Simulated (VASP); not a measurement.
An input for Quantum ESPRESSO's pw.x (written as the equivalent of a VASP run, and not itself run):

```
&CONTROL
  calculation = 'scf'
  pseudo_dir = './pseudo'
  outdir = './out'
  tprnfor = .true.
  tstress = .true.
/
&SYSTEM
  ibrav = 0
  nat = 5
  ntyp = 3
  ecutwfc = 84
  occupations = 'smearing'
  smearing = 'gaussian'
  degauss = 0.000735
  input_dft = 'pbesol'
/
&ELECTRONS
  conv_thr = 7.3e-08
  electron_maxstep = 100
/
ATOMIC_SPECIES
  Cs 132.905 Cs.upf
  Pb 207.200 Pb.upf
  F 18.998 F.upf
CELL_PARAMETERS angstrom
     4.8405900    0.0000000    0.0000000
     0.0000000    4.8405900    0.0000000
     0.0000000    0.0000000    4.8405900
ATOMIC_POSITIONS crystal
  Cs   0.5000000  0.5000000  0.5000000
  Pb   0.0000000  0.0000000  0.0000000
  F    0.0000000  0.5000000  0.0000000
  F    0.5000000  0.0000000  0.0000000
  F    0.0000000  0.0000000  0.5000000
K_POINTS automatic
  4 4 4 0 0 0
```

**Question.** Write the VASP files for the same calculation (PBEsol).

**Answer.** One answer among several that fit: 
File KPOINTS:
```
Regular mesh
0
gamma
  4 4 4
0 0 0
```

**INCAR**
```
ALGO=Normal
EDIFF=1E-6
ENCUT=400
GGA=PS
ISIF=2
ISMEAR=0
LASPH=.TRUE.
LCHARG=.FALSE.
LMAXMIX=4
LREAL=.FALSE.
LWAVE=.FALSE.
NELM=100
PREC=Accurate
SIGMA=0.01
SYSTEM=CsPbF3
```

File POSCAR:
```
CsPbF3
1
    4.8405900000     0.0000000000     0.0000000000
    0.0000000000     4.8405900000     0.0000000000
    0.0000000000     0.0000000000     4.8405900000
Cs Pb F
1 1 3
Direct
  0.5000000000   0.5000000000   0.5000000000
  0.0000000000   0.0000000000   0.0000000000
  0.0000000000   0.5000000000   0.0000000000
  0.5000000000   0.0000000000   0.0000000000
  0.0000000000   0.0000000000   0.5000000000
```

POTCAR, in this order: Cs_sv Pb_d F (PBE.64 set). Program: vasp_std.

Limits of the translation: the potentials are each code's own (VASP's PAW set, PseudoDojo norm-conserving files in pw.x), so ENCUT and ecutwfc are chosen apart and not converted; conv_thr bounds pw.x's estimated SCF error, while EDIFF bounds the energy change between steps.

The structure comes from a computed database's CsPbF3 entry (Pm-3m); how it stands against other phases isn't given here. The cell was not relaxed at this level.
